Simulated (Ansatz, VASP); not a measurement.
# Li2Nb in two plane-wave programs

One calculation is typed for both programs; each brings its own data sets and cutoff. How far apart do they land? The cell is generated by rule, not measured, and may not be a known phase. The cell is taken from a series of VASP runs on this material, whose earlier steps may have relaxed, scaled or displaced it; both programs get it as it stands.

Program: Ansatz 0.2.0. Level of theory: plane waves, with VASP 6.6.1 beside it; single point at PBE. Results are calculated unless marked as measured.

### 1. The structure

The structure is hexagonal, space group P6/mmm (No. 191). Conventional cell: a = 5.084 Å, b = 5.084 Å, c = 2.417 Å, α = 90.00°, β = 90.00°, γ = 120.00°. Li has 2 Li at 2.42 Å nearest. Nearest to Nb lie 2 Nb at 2.42 Å. Farther neighbours are not listed.

Structure file:

```xyz
3
Lattice="5.0842 0.0000 0.0000 -2.5421 4.4031 0.0000 0.0000 0.0000 2.4174" Properties=species:S:1:pos:R:3 pbc="T T T"
Li    0.0000    2.9354    1.2087
Li    2.5421    1.4677    1.2087
Nb    0.0000    0.0000    1.2087
```

### 2. VASP: single point, PBE

A single point gives forces, pressure and levels at one fixed geometry, so differences don't come from the geometry; what else differs is listed under the comparison.

Lines of VASP's logs that name or quote its potential files are left out, and so is its time.

The input, INCAR:

```
SYSTEM = Li2Nb
PREC = Accurate
ENCUT = 650
EDIFF = 1E-06
NELM = 100
ISMEAR = -1
SIGMA = 0.05
LREAL = .FALSE.
ALGO = Normal
GGA = PE
NBANDS = 15
LORBIT = 11
LWAVE = .FALSE.
LCHARG = .TRUE.
ISIF = 2
LELF = .TRUE.
LVHAR = .TRUE.
```

The input, POSCAR:

```
Li2Nb
1.0
    5.0842319561     -0.0000000014      0.0000000000
   -2.5421159853      4.4030740339      0.0000000000
    0.0000000000      0.0000000000      2.4174104270
Li Nb
2 1
Direct
    0.3333333300      0.6666666700      0.5000000000
    0.6666666700      0.3333333300      0.5000000000
    0.0000000000      0.0000000000      0.5000000000
```

The input, KPOINTS:

```
Automatic mesh
0
Gamma
5 5 9
0 0 0
```

The projector-augmented-wave data sets are Li_sv and Nb_sv (PBE family, release 64).

Run with:

```sh
$ mpirun -np 1 vasp_std
```

Numbers of over 12 decimals in the logs are rounded to 6 here.

The program printed:

```text
[banner, memory and clock lines left out]
running    1 mpi-ranks, on    1 nodes
 distrk:  each k-point on    1 cores,    1 groups
 distr:  one band on    1 cores,    1 groups

 POSCAR found type information on POSCAR LiNb
 POSCAR found :  2 types and       3 ions
 LDA part: xc-table for (Slater+PW92), standard interpolation
 POSCAR, INCAR and KPOINTS ok, starting setup
 FFT: planning ... GRIDC
 FFT: planning ... GRID_SOFT
 FFT: planning ... GRID
 WAVECAR not read
 entering main loop
       N       E                     dE             d eps       ncg     rms          rms(c)
DAV:   1     0.168659332330E+03    0.16866E+03   -0.10466E+04   750   0.146E+03
DAV:   2     0.591211487931E+01   -0.16275E+03   -0.15791E+03   911   0.443E+02
DAV:   3    -0.117238654680E+02   -0.17636E+02   -0.17354E+02  1416   0.875E+01
DAV:   4    -0.126684714510E+02   -0.94461E+00   -0.94126E+00  1025   0.257E+01
DAV:   5    -0.127398442866E+02   -0.71373E-01   -0.71334E-01  1331   0.589E+00    0.645E+00
DAV:   6    -0.121181193340E+02    0.62172E+00   -0.33118E+00  1293   0.115E+01    0.207E+00
DAV:   7    -0.120770544243E+02    0.41065E-01   -0.33678E-01   977   0.301E+00    0.127E+00
DAV:   8    -0.120767740518E+02    0.28037E-03   -0.43035E-02  1327   0.188E+00    0.477E-01
DAV:   9    -0.120783208313E+02   -0.15468E-02   -0.88827E-03  1083   0.733E-01    0.110E-01
DAV:  10    -0.120782849979E+02    0.35833E-04   -0.14450E-03  1307   0.284E-01    0.804E-02
DAV:  11    -0.120782888133E+02   -0.38153E-05   -0.86158E-05  1025   0.949E-02    0.157E-02
DAV:  12    -0.120782828656E+02    0.59477E-05   -0.10300E-05  1059   0.294E-02    0.406E-03
DAV:  13    -0.120782828414E+02    0.24116E-07   -0.10787E-06   727   0.121E-02
   1 F= -.12078283E+02 E0= -.12064009E+02  d E =-.285468E-01
```

Parts of OUTCAR (step 2):

```text
ion  position               nearest neighbor table
   1  0.333  0.667  0.500-
   2  0.667  0.333  0.500-
   3  0.000  0.000  0.500-

  LATTYP: Found a hexagonal cell.
 ALAT       =     5.0842319561
 C/A-ratio  =     0.4754720964

 Subroutine GETGRP returns: Found 24 space group operations
 (whereof 24 operations were pure point group operations)

The static configuration has the point symmetry D_6h.

 Found     25 irreducible k-points:

   k-points           NKPTS =     25   k-points in BZ     NKDIM =     25   number of bands    NBANDS=     15

   dimension x,y,z NGX =    42 NGY =   42 NGZ =   20
   dimension x,y,z NGXF=    84 NGYF=   84 NGZF=   40

   ENCUT  =  650.0 eV  47.77 Ry    6.91 a.u.  10.57 10.57  5.03*2*pi/ulx,y,z

   NELECT =      19.0000    total number of electrons

 k-points in reciprocal lattice and weights: Automatic mesh
   0.00000000  0.00000000  0.00000000       0.004
   0.20000000  0.00000000  0.00000000       0.027
   0.40000000  0.00000000  0.00000000       0.027
   0.20000000  0.20000000  0.00000000       0.027
   0.40000000  0.20000000  0.00000000       0.027
   0.00000000  0.00000000  0.11111111       0.009
   0.20000000  0.00000000  0.11111111       0.053
   0.40000000  0.00000000  0.11111111       0.053
   0.20000000  0.20000000  0.11111111       0.053
[...]
0.20000000  0.20000000  0.44444444       0.053
   0.40000000  0.20000000  0.44444444       0.053

 average (electrostatic) potential at core
       1 -60.8229       2 -60.8229       3 -84.4226

 E-fermi :   4.3261

 k-point     1 :       0.0000    0.0000    0.0000
  band No.  band energies     occupation
    ...
      6     -25.1426      2.00000
      7      -0.1650      2.00000
      8       1.1857      2.00000
      9       2.4768      2.00000
     10       2.4768      2.00000
     11       6.6265      0.00000
     12       6.6265      0.00000
     13       9.1541      0.00000
     14       9.1541      0.00000
     15       9.4615      0.00000

 k-point     2 :       0.2000    0.0000    0.0000
  band No.  band energies     occupation
    ...
      6     -25.1426      2.00000
      7       0.0867      2.00000
      8       1.2027      2.00000
      9       2.4414      2.00000
     10       2.7244      2.00000
     11       5.3003      0.00000
     12       5.8478      0.00000
     13       9.1447      0.00000
     14       9.1523      0.00000
     15       9.7084      0.00000

 k-point     3 :       0.4000    0.0000    0.0000
  band No.  band energies     occupation
    ...
      7       0.6268      2.00000
      8       1.3204      2.00000
      9       2.3190      2.00000
     10       3.4307      2.00000
     11       3.7267      1.99999
     12       4.5800      0.01238
     13       9.1297      0.00000
     14       9.1492      0.00000
     15       9.8799      0.00000

  Total        0.0902298      0.0902298     -0.9337876     -0.0000000      0.0000000     -0.0000000
  in kB        2.6713379      2.6713379    -27.6456585     -0.0000000      0.0000000     -0.0000000
  external PRESSURE =      -7.4343276 kB  Pullay stress =       0.0000000 kB

  energy-cutoff  :      650.00
  volume of cell :       54.12
      direct lattice vectors                 reciprocal lattice vectors
     5.084231956 -0.000000001  0.000000000     0.196686542  0.113557028  0.000000000
    -2.542115985  4.403074034  0.000000000     0.000000000  0.227114055  0.000000000
     0.000000000  0.000000000  2.417410427     0.000000000  0.000000000  0.413665792

 POSITION                                       TOTAL-FORCE (eV/Angst)
 -----------------------------------------------------------------------------------
     -0.00000      2.93538      1.20871        -0.000000      0.000000      0.000000
      2.54212      1.46769      1.20871         0.000000      0.000000     -0.000000
      0.00000      0.00000      1.20871        -0.000000      0.000000     -0.000000
 -----------------------------------------------------------------------------------
    total drift:                                0.000000      0.000000     -0.000000

  FREE ENERGIE OF THE ION-ELECTRON SYSTEM (eV)
  ---------------------------------------------------
  free  energy   TOTEN  =       -12.0782828414 eV

  energy  without entropy=      -12.0497360283  energy(sigma->0) =      -12.06400943

 total charge
# of ion       s       p       d       tot
------------------------------------------
    1        2.036   0.058   0.000   2.094
    2        2.036   0.058   0.000   2.094
    3        2.214   5.935   2.671  10.819
--------------------------------------------------
tot          6.285   6.052   2.671  15.008

[... 3 further parts left out ...]
```

The run ends at a pressure of -0.74 GPa.

### 3. Ansatz: single point, PBE

Ansatz runs on its default PAW (the set named soft_2) files.

The same cell, functional, mesh and smearing now go to Ansatz, which takes its cutoff from its data sets.

The input, input.yaml:

```yaml
crystal:
  lattice:
    - [5.0842319561, -1.4e-09, 0.0]
    - [-2.5421159853, 4.4030740339, 0.0]
    - [0.0, 0.0, 2.417410427]
  atoms:
    - { symbol: Li, position: [0.33333333, 0.66666667, 0.5] }
    - { symbol: Li, position: [0.66666667, 0.33333333, 0.5] }
    - { symbol: Nb, position: [0.0, 0.0, 0.5] }
hamiltonian:
  xc: pbe
  pseudopotentials: { kind: paw }
kpoints:
  mp_grid: { grid: [5, 5, 9] }
scf:
  occupations: { method: fermi_dirac, width: 0.05 }
  n_extra_bands: 4
output:
  forces: true
  stress: true
  eigenvalues: true
```

Run with:

```sh
$ ansatz run input.yaml --threads 2 --pin off --max-ram 4608MiB --backend cpu --events-out ev --progress --plain --runs-dir out
```

The program printed:

```text
Warning: the atoms were moved onto the symmetric positions of the space group found under crystal.symmetry.tolerance 1.0e-5 (fractional; no operation is sought that the atoms, as they stand in a round, miss by more than twice it, and no atom is moved by as much as it), and the run uses the moved positions. Before a round's move an operation carried an atom to 5.08e-8 Å from where it should land, the largest such dist [...]
scf.n_extra_bands = 4 over 10 filled bands (N_el = 19.0): the run solves 14 bands
Engine: ansatz 0.2.0, aarch64-unknown-linux-gnu
Pseudopotentials: kind: paw
Pseudopotential: Li, paw, valence charge 3, recommended cutoff 420 eV (normal), Li.paw.azcp
Pseudopotential: Nb, paw, valence charge 13, recommended cutoff 420 eV (normal), Nb.paw.azcp
Functional definition: PBE
  parameter kappa = 0.804
  parameter beta = 0.066725
  exchange = pbe_x(kappa = kappa, mu = beta*pi^2/3)
  correlation = pbe_c(beta = beta)
Crystal: 3 atoms, lattice volume = 54.117 Å³
Basis set: ecut = 420 eV, 1059 PW (Γ), exchange–correlation on 72×72×36 points (8 copies of the dense FFT grid, shifted against one another)
Bands: 14, of which v1, the nominal top of the filled ones, is band 10 counted from 1 (9 counted from 0)
Symmetry: 24 space group operations
Space group: P6/mmm (ITA 191), of the structure as read, at distance tolerance 3.8e-5 Å
k-points: 25 of 225
Non-local potential: Li, projectors of the file, l = 0: 3, l = 1: 2, l = 2: 1
Non-local potential: Nb, projectors of the file, l = 0: 3, l = 1: 2, l = 2: 2, l = 3: 1
PAW form: soft (Blöchl's): semilocal exchange-correlation on the pseudo side does not see the compensation charge
PAW one-centre angular grid: Li, 110 points (default); XC on 64 Gauss nodes
PAW one-centre angular grid: Nb, 590 points (default); XC on 64 Gauss nodes
Initial density: superposition of atomic densities (neutral atoms: chi_scale 0, normalization atom), corrected by the library's trained network
Initial wavefunctions: pseudopotential atomic-orbital guess
Functional: x = pbe(κ = 0.804, μ = 0.219515), c = pbe(β = 0.066725)
SCF iter   1: F=—  HF=-4959.741193 eV  |F-HF|=—  |Δ(HF+E_count)|=         —  Δρ=1.01e-2  dr2=1.11e-1  ethr=1.77e-3  ⟨swp⟩=5.2  Hψ=1815  notcnv=0
preconditioner: auto → none  [metal: Δε(μ)=0.011 eV  Ē_g=4.107 eV  σ=0.050 eV  W_gap=0.05  n_scr=6 (ndim 8)  ℏωp=13.4 eV  f_vac=0.000  D(μ)=3.14/eV (n_scr^D=32)  sad-step TF]
SCF iter   2: F=—  HF=-4959.728233 eV  |F-HF|=—  |Δ(HF+E_count)|=   1.30e-2  Δρ=6.95e-3  dr2=6.26e-2  ethr=5.83e-4  ⟨swp⟩=1.0  Hψ=551  notcnv=0
SCF iter   3: F=—  HF=-4959.715934 eV  |F-HF|=—  |Δ(HF+E_count)|=   1.23e-2  Δρ=9.09e-4  dr2=4.80e-4  ethr=3.29e-4  ⟨swp⟩=2.0  Hψ=525  notcnv=0
SCF iter   4: F=—  HF=-4959.715907 eV  |F-HF|=—  |Δ(HF+E_count)|=   2.64e-5  Δρ=2.18e-4  dr2=1.37e-5  ethr=2.53e-6  ⟨swp⟩=2.2  Hψ=608  notcnv=0
SCF iter   5: F=—  HF=-4959.715924 eV  |F-HF|=—  |Δ(HF+E_count)|=   1.70e-5  Δρ=4.14e-5  dr2=8.05e-7  ethr=7.24e-8  ⟨swp⟩=2.3  Hψ=589  notcnv=0
SCF iter   6: F=-4959.715925 eV  HF=-4959.715925 eV  |F-HF|=4.93e-9  |Δ(HF+E_count)|=   2.56e-7  Δρ=4.23e-6  dr2=1.40e-8  ethr=5.26e-10  ⟨swp⟩=5.2  Hψ=1598  notcnv=0
SCF 1 converged in 6 iterations: F = -4959.715925 eV  dr2 = 1.40e-8
  greatest PAW one-centre occupation: 1.000 electrons in one spin orbital (limit 2), on the Li atom at site 1 (counted from 0), in its partial waves of l = 0
SCF converged after 6 iterations
Free energy (F): -4959.715925 eV
Harris-Foulkes:  -4959.715925 eV  (|F-HF|=4.93e-9)
Internal energy: -4959.687350 eV  (E = F + TS)
E sigma→0 (E₀):  -4959.701638 eV
Entropy (-TS):   -0.028574 eV (-9.525 meV/atom)
Fermi energy:    6.820379 eV
--- Per-component energies (eV) ---
  E_band       = -363.567213
  E_kinetic    = 437.197225
  E_local      = -1527.007055  (includes V_loc(G=0)·N_el)
  E_nonlocal   = 56.521522
  E_hartree    = 520.608452
  E_xc         = -194.680767
  E_vxc        = -237.547045  (∫ρ·V_xc dr)
  E_paw        = -3116.311371  (= ΣΔE_a)
  E_vpaw       = -133.952190  (= ΣTr[D̂ρ^β])
  E_aug_tail   = 0.000044  (compensation charges beyond the density's cutoff)
  E_ewald      = -1136.015401
  E_smearing   = -0.028574  (= −TS)
  E_closure    = 0.000000  (closes the sum)
  Σ components = -4959.715925   (vs F -4959.715925, Δ=0.00e0)
--- Forces (eV/Å), atoms counted from 1 ---
  atom   1  Li     0.00000000    -0.00000000    -0.00000000
  atom   2  Li    -0.00000000     0.00000000     0.00000000
  atom   3  Nb    -0.00000000    -0.00000000     0.00000000
  max |Σ_I F_I| component: 1.73e-18 eV/Å
--- Stress (GPa, compression-positive) ---
        0.449564      -0.000000       0.000000
       -0.000000       0.449564       0.000000
        0.000000       0.000000      -2.609061
  P = ⅓ Tr σ = -0.5700 GPa (-5.700 kbar)
--- Band table (eV; the first three rows and the last of 25) ---
  k-point 0: bands = [... 6 lower, 2.3348, 3.6758, 4.9716, 4.9716, 9.1259, 9.1259, 11.6416, 11.6416]
  k-point 1: bands = [... 6 lower, 2.6708, 4.6018, 5.2111, 5.2111, 8.4867, 8.4867, 11.6544, 11.6544]
  k-point 2: bands = [... 6 lower, 3.4958, 5.8903, 5.8903, 6.9022, 6.9022, 7.1103, 12.2496, 12.2496]
  k-point 24: bands = [... 6 lower, 4.0508, 4.2830, 7.7227, 8.1889, 8.3153, 9.8229, 9.9297, 11.5466]
```

Elapsed: 0.64 s, on 2 threads of Arm Neoverse V2, shared host; peak memory 0.3 GiB.

The run ends at a pressure of -0.57 GPa.

### 4. Comparison

Known differences besides the potentials themselves: the cutoff is 420 eV in Ansatz and 650 eV in VASP; VASP leaves aspherical gradient terms in its spheres out (LASPH is not set), Ansatz keeps them. Total energies have different zeros and are not compared.

Both answers:

| quantity | Ansatz | VASP | difference |
| --- | --- | --- | --- |
| pressure (GPa) | -0.57 | -0.74 | +0.17 |

### 5. What came out

* difference in pressure (single point, PBE): 0.17 GPa

**Reading.** The difference in pressure is 0.17 GPa (single point, PBE), within the 1 GPa picked in this series as the mark of a large difference. How closely two codes agree says nothing of how well the functional describes the real material.

[Lines on the potential files, build, host, timing and source positions are cut from VASP's logs without a mark.]

[Logs are printed without paths, hosts, clocks, repeated set-up lines and the standing remarks that a program may print on its own settings, such as how far it seeks lower states.]

[Hosts, paths, dates, database ids (printed as entryN), source tags and the programs' standing remarks are cut or masked in the printed files.]
